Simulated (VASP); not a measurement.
# OSiClBrH2 in VASP: settings compared

The runs below take OSiClBrH2 through atomic charges, electron localisation function, with PBE+TS, PBE.

Everything below comes from runs of VASP 6.6.1. Logs are shortened: lines on timing, memory, paths and dates and some standing lists are left out, and cuts for length are marked.

### 1 The molecule as given

The cell holds a molecule in a box, 6 atoms: a = 12.000 Å, b = 13.000 Å, c = 12.000 Å, α = 90.00°, β = 90.00°, γ = 90.00°.

### 2 Atomic charges, PBE+TS

Contents of INCAR:

```
PREC = Accurate
ENCUT = 520
EDIFF = 1E-6
ISMEAR = 0
SIGMA = 0.01
LREAL = F
LASPH = T
NELM = 80
ALGO = Fast
ISIF = 2
LWAVE = F
LCHARG = F
GGA = PE
IVDW = 2
LORBIT = 10
```

Contents of KPOINTS:

```
Automatic mesh
0
Gamma
  1 1 1
```

Contents of POSCAR:

```
SiH2BrClO
1.0
   12.0000000000      0.0000000000      0.0000000000
    0.0000000000     13.0000000000      0.0000000000
    0.0000000000      0.0000000000     12.0000000000
O Si Cl Br H
1 1 1 1 2
Direct
    0.6213375000      0.5950576900      0.4677791700
    0.5622875000      0.4887961500      0.5068375000
    0.5857875000      0.3746961500      0.3923208300
    0.3808291700      0.5096653800      0.5282375000
    0.5959625000      0.6285346200      0.4012041700
    0.6129291700      0.4588576900      0.6133458300
```

Potentials or basis: VASP PAW PBE potentials, release 64 (O, Si, Cl, Br, H).

The run is started by

```
$ cat potpaw_PBE.64/O/POTCAR potpaw_PBE.64/Si/POTCAR potpaw_PBE.64/Cl/POTCAR potpaw_PBE.64/Br/POTCAR potpaw_PBE.64/H/POTCAR > POTCAR
$ mpirun -np 1 vasp_gam > vasp.out
```

OUTCAR:

```text
PREC = Accurate
   ENCUT = 520
   EDIFF = 1E-6
   ISMEAR = 0
   LREAL = F
   LASPH = T
   NELM = 80
   ISIF = 2
   GGA = PE
   IVDW = 2
   LORBIT = 10
  IVDW =   2

 ion  position               nearest neighbor table
   1  0.621  0.595  0.468-   5 0.96   2 1.62
   2  0.562  0.489  0.507-   6 1.47   1 1.62   3 2.04   4 2.21
   3  0.586  0.375  0.392-   2 2.04
   4  0.381  0.510  0.528-   2 2.21
   5  0.596  0.629  0.401-   1 0.96
   6  0.613  0.459  0.613-   2 1.47

  LATTYP: Found a simple tetragonal cell.
 ALAT       =    12.0000000000
 C/A-ratio  =     1.0833333333

  Lattice vectors:

 A1 = ( -12.0000000000,   0.0000000000,   0.0000000000)
 A2 = (   0.0000000000,   0.0000000000,  12.0000000000)
 A3 = (   0.0000000000,  13.0000000000,   0.0000000000)

Analysis of symmetry for initial positions (statically):
=====================================================================
 Subroutine PRICEL returns:
 Original cell was already a primitive cell.

 Routine SETGRP: Setting up the symmetry group for a
 simple tetragonal supercell.

 Subroutine GETGRP returns: Found  1 space group operations
 (whereof  1 operations were pure point group operations)
 out of a pool of 16 trial point group operations.

The static configuration has the point symmetry C_1 .

Analysis of symmetry for dynamics (positions and initial velocities):
=====================================================================
 Subroutine PRICEL returns:
 Original cell was already a primitive cell.

 Routine SETGRP: Setting up the symmetry group for a
 simple tetragonal supercell.

 Subroutine GETGRP returns: Found  1 space group operations
 (whereof  1 operations were pure point group operations)
 out of a pool of 16 trial point group operations.

The dynamic configuration has the point symmetry C_1 .

 Subroutine INISYM returns: Found  1 space group operations
 (whereof  1 operations are pure point group operations),
 and found     1 'primitive' translations

----------------------------------------------------------------------------------------

                                     Primitive cell

  volume of cell :    1872.0000

  direct lattice vectors                    reciprocal lattice vectors
    12.000000000  0.000000000  0.000000000     0.083333333  0.000000000  0.000000000
     0.000000000 13.000000000  0.000000000     0.000000000  0.076923077  0.000000000
     0.000000000  0.000000000 12.000000000     0.000000000  0.000000000  0.083333333

  length of vectors
    12.000000000 13.000000000 12.000000000     0.083333333  0.076923077  0.083333333

  position of ions in fractional coordinates (direct lattice)
     0.621337500  0.595057690  0.467779170
     0.562287500  0.488796150  0.506837500
     0.585787500  0.374696150  0.392320830
     0.380829170  0.509665380  0.528237500
     0.595962500  0.628534620  0.401204170
     0.612929170  0.458857690  0.613345830

  ion indices of the primitive-cell ions
   primitive index   ion index
                 1           1
                 2           2
                 3           3
                 4           4
                 5           5
                 6           6

----------------------------------------------------------------------------------------

 KPOINTS: Automatic mesh

Automatic generation of k-mesh.
 Grid dimensions read from file:
 generate k-points for:    1    1    1

 Generating k-lattice:

  Cartesian coordinates                     Fractional coordinates (reciprocal lattice)
     0.083333333  0.000000000  0.000000000     1.000000000  0.000000000  0.000000000
     0.000000000  0.076923077  0.000000000     0.000000000  1.000000000  0.000000000
     0.000000000  0.000000000  0.083333333     0.000000000  0.000000000  1.000000000

  Length of vectors
     0.083333333  0.076923077  0.083333333

  Shift w.r.t. Gamma in fractional coordinates (k-lattice)
     0.000000000  0.000000000  0.000000000

 Subroutine IBZKPT returns following result:
 ===========================================

 Found      1 irreducible k-points:

 Following reciprocal coordinates:
            Coordinates               Weight
  0.000000  0.000000  0.000000      1.000000
   k-points           NKPTS =      1   k-points in BZ     NKDIM =      1   number of bands    NBANDS=     17
   number of dos      NEDOS =    301   number of ions     NIONS =      6
   total plane-waves  NPLWV = 793800
   dimension x,y,z NGX =    90 NGY =   98 NGZ =   90
   dimension x,y,z NGXF=   180 NGYF=  196 NGZF=  180
   ions per type =               1   1   1   1   2
   NGX,Y,Z   is equivalent  to a cutoff of  12.47, 12.53, 12.47 a.u.
   NGXF,Y,Z  is equivalent  to a cutoff of  24.94, 25.06, 24.94 a.u.
 SYSTEM =  unknown system
   PREC   = accura    normal or accurate (medium, high low for compatibility)
   ISTART =      0    job   : 0-new  1-cont  2-samecut
   ICHARG =      2    charge: 1-file 2-atom 10-const
   ISPIN  =      1    spin polarized calculation?
   LNONCOLLINEAR =      F non collinear calculations
   LSORBIT =      F    spin-orbit coupling
   LASPH  =      T    aspherical Exc in radial PAW
   ENCUT  =  520.0 eV  38.22 Ry    6.18 a.u.  22.31 24.17 22.31*2*pi/ulx,y,z
   NELM   =     80;   NELMIN=  2; NELMDL= -5     # of ELM steps
   EDIFF  = 0.1E-05   stopping-criterion for ELM
   LREAL  =      F    real-space projection
   EDIFFG = 0.1E-04   stopping-criterion for IOM
   NSW    =      0    number of steps for IOM
   IBRION =     -1    ionic relax: 0-MD 1-quasi-New 2-CG
   NFREE  =      0    steps in history (QN), initial steepest desc. (CG)
   ISIF   =      2    stress and relaxation
   ISYM   =      2    0-nonsym 1-usesym 2-fastsym
   POTIM  = 0.5000    time-step for ionic-motion
   TEBEG  =    0.0;   TEEND  =   0.0 temperature during run
   PSTRESS=    0.0 pullay stress
   NELECT =      26.0000    total number of electrons
   NUPDOWN=      -1.0000    fix difference up-down
   EMIN   =  10.00;   EMAX   =-10.00  energy-range for DOS
   EFERMI =   0.00;   METHOD = LEGACY
   ISMEAR =     0;   SIGMA  =   0.01  broadening in eV -4-tet -1-fermi 0-gaus
   EFERMI_NEDOS =   21; number of points for ismear=-14 and -15
   IALGO  =     68    algorithm
   IMIX   =      4    mixing-type and parameters
     AMIX     =   0.40;   BMIX     =  1.00
     AMIX_MAG =   1.60;   BMIX_MAG =  1.00
  volume/ion in A,a.u.               =     312.00      2105.48
  Fermi-wavevector in a.u.,A,eV,Ry     =   0.393517  0.743640  2.106944  0.154856
  Thomas-Fermi vector in A             =   1.337630
   LORBIT       =     10    0 simple, 1 ext, 2 COOP (PROOUT), +10 PAW based schemes
   GGA     = PE    functional components
   LHFCALC =     F    Hartree Fock is set to
   AEXX    =    0.0000 exact exchange contribution
   IVDW    =     2    specifies the selected vdW correction
   LEPSILON=     F    determine dielectric tensor
   LRPA    =     F    only Hartree local field effects (RPA)
 non-spin polarized calculation
 RMM-DIIS sequential band-by-band and
 Gauss-broadening in eV      SIGMA  =   0.01
  energy-cutoff  :      520.00
  volume of cell :     1872.00
 maximum number of plane-waves:     25235
 NGX is ok and might be reduce to    90
   NGX = 45   NGY = 49   NGZ = 45

 number of electron      26.0000000 magnetization

 Free energy of the ion-electron system (eV)
  ---------------------------------------------------
  ext. energy  EPLUGINS =         0.00000000
  ---------------------------------------------------
  free energy    TOTEN  =       -26.54388173 eV

  energy without entropy =      -26.54388173  energy(sigma->0) =      -26.54388173

 E-fermi :  -6.9368     XC(G=0):  -0.8776

 val. band max:       -7.0113654272   @ k =   0.0000   0.0000   0.0000
 cond. band min:      -0.8053555298   @ k =   0.0000   0.0000   0.0000
 fundamental gap:      6.2060098974
 Fermi energy:        -6.9367813963

 k-point     1 :       0.0000    0.0000    0.0000
  band No.  band energies     occupation
      1     -25.6501      2.00000
      2     -20.7655      2.00000
      3     -19.8768      2.00000
      4     -14.3533      2.00000
      5     -11.7749      2.00000
      6     -10.0070      2.00000
[... 9 lines left out ...]
     16      -0.0078      0.00000
     17       0.0462      0.00000

------------------------ aborting loop because EDIFF is reached ----------------------------------------

  Hirshfeld charges:
            ion         q(e)
   ------------------------------
      1     O       -0.27054942
      2     Si       0.34589497
      3     Cl      -0.10585070
      4     Br      -0.09054188
      5     H        0.17498863
      6     H       -0.05394161

  Tkatchenko/Scheffler method for vdW energy calculation

  Number of pair interactions contributing to vdW energy:    5750

  Edisp (eV):   -0.03342

  FORCE on cell =-STRESS in cart. coord.  units (eV):
  Direction    XX          YY          ZZ          XY          YZ          ZX
  --------------------------------------------------------------------------------------
  -------------------------------------------------------------------------------------
  Total       0.85494     1.09130     0.79940     0.11214    -0.17603    -0.06398
  in kB       0.73171     0.93400     0.68418     0.09598    -0.15066    -0.05476
  external pressure =        0.78 kB  Pullay stress =        0.00 kB

 VOLUME and BASIS-vectors are now :
 -----------------------------------------------------------------------------
  energy-cutoff  :      520.00
  volume of cell :     1872.00
      direct lattice vectors                 reciprocal lattice vectors
    12.000000000  0.000000000  0.000000000     0.083333333  0.000000000  0.000000000
     0.000000000 13.000000000  0.000000000     0.000000000  0.076923077  0.000000000
     0.000000000  0.000000000 12.000000000     0.000000000  0.000000000  0.083333333

 POSITION                                       TOTAL-FORCE (eV/Angst)
 -----------------------------------------------------------------------------------
      7.45605      7.73575      5.61335         0.417105      0.209984      0.306733
      6.74745      6.35435      6.08205        -0.132115     -0.274801      0.139942
      7.02945      4.87105      4.70785         0.061763     -0.226990     -0.181962
      4.56995      6.62565      6.33885        -0.285921      0.032322      0.058399
      7.15155      8.17095      4.81445        -0.144319      0.286385     -0.457097
      7.35515      5.96515      7.36015         0.083487     -0.026900      0.133986
 -----------------------------------------------------------------------------------
    total drift:                               -0.000650     -0.000311      0.000971

  FREE ENERGIE OF THE ION-ELECTRON SYSTEM (eV)
  ---------------------------------------------------
  free  energy   TOTEN  =       -26.5773014862 eV

  energy  without entropy=      -26.5773014862  energy(sigma->0) =      -26.57730149

 total charge

# of ion       s       p       d       tot
------------------------------------------
    1        1.562   3.641   0.000   5.203
    2        0.702   0.916   0.000   1.618
    3        1.603   3.556   0.000   5.159
    4        1.614   3.270   0.023   4.906
    5        0.622   0.132   0.000   0.754
    6        0.584   0.015   0.000   0.598
--------------------------------------------------
tot          6.686  11.530   0.023  18.239
```

Run time: 2.9 min. Hardware: 1 thread of Intel Xeon Platinum 8488C (Sapphire Rapids), shared host; peak memory 1.4 GiB.

What came out:

```
Free energy                                           : -26.5773 eV
Largest force                                         : 0.559 eV/Å
Gap between the frontier levels                       : 6.21 eV
Valence electrons inside the program's atomic spheres : O 5.20; Si 1.62; Cl 5.16; Br 4.91; H 0.75, 0.60
Hirshfeld charges                                     : O -0.27; Si +0.35; Cl -0.11; Br -0.09; H +0.17, -0.05 e
Dispersion energy per atom                            : -0.006 eV
```

Forces on the atoms (eV/Å):
```
O    0.417  0.210  0.307
Si  -0.132 -0.275  0.140
Cl   0.062 -0.227 -0.182
Br  -0.286  0.032  0.058
H   -0.144  0.286 -0.457
H    0.083 -0.027  0.134
```

(Continued in part 2 of 2.)
